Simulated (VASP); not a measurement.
Consider the following.

```
CsPbCl3
1.0
    5.68085     0.00000     0.00000
    0.00000     5.68085     0.00000
    0.00000     0.00000     5.68085
Cs Pb Cl
1 1 3
Direct
  0.00000   0.00000   0.00000
  0.50000   0.50000   0.50000
  0.50000   0.00000   0.50000
  0.00000   0.50000   0.50000
  0.50000   0.50000   0.00000
```

These are AM05 GGA, VASP's PBE PAW potentials (set 64) (plane waves; VASP 6.6.1) values and carry that method's errors. Numerical set-up: 520 eV cut-off, Gaussian smearing of 0.050 eV, potentials Cs_sv Pb_d Cl.

Unless said otherwise, spin-orbit coupling is left out, though it shifts the bands of the heavy elements here.

Problem. Give the energies of bands 13 to 25 at the high-symmetry points, in eV from the valence-band maximum.

Solution. 
```json
[
 {"band": "13", "Γ": "-6.59", "X": "-7.43", "M": "-7.93", "R": "-8.00"},
 {"band": "14", "Γ": "-4.29", "X": "-4.22", "M": "-4.09", "R": "-2.86"},
 {"band": "15", "Γ": "-4.29", "X": "-4.22", "M": "-3.05", "R": "-2.86"},
 {"band": "16", "Γ": "-4.29", "X": "-2.84", "M": "-2.53", "R": "-2.86"},
 {"band": "17", "Γ": "-2.31", "X": "-2.41", "M": "-2.53", "R": "-2.47"},
 {"band": "18", "Γ": "-2.31", "X": "-2.41", "M": "-2.48", "R": "-2.47"},
 {"band": "19", "Γ": "-2.31", "X": "-2.41", "M": "-2.48", "R": "-1.91"},
 {"band": "20", "Γ": "-2.22", "X": "-2.31", "M": "-2.47", "R": "-1.91"},
 {"band": "21", "Γ": "-2.22", "X": "-2.31", "M": "-1.92", "R": "-1.91"},
 {"band": "22", "Γ": "-2.22", "X": "-1.53", "M": "-0.74", "R": "0.00"},
 {"band": "23", "Γ": "3.63", "X": "3.06", "M": "2.60", "R": "2.06"},
 {"band": "24", "Γ": "4.67", "X": "4.96", "M": "2.60", "R": "2.06"},
 {"band": "25", "Γ": "4.67", "X": "5.37", "M": "4.99", "R": "2.06"}
]
```

The gap is direct, 2.06 eV, from the valence maximum at R to the conduction minimum at R.

The compound is CsPbCl3 in the cubic perovskite structure, the ideal cubic form; the compound distorts at low or room temperature. It was relaxed first.
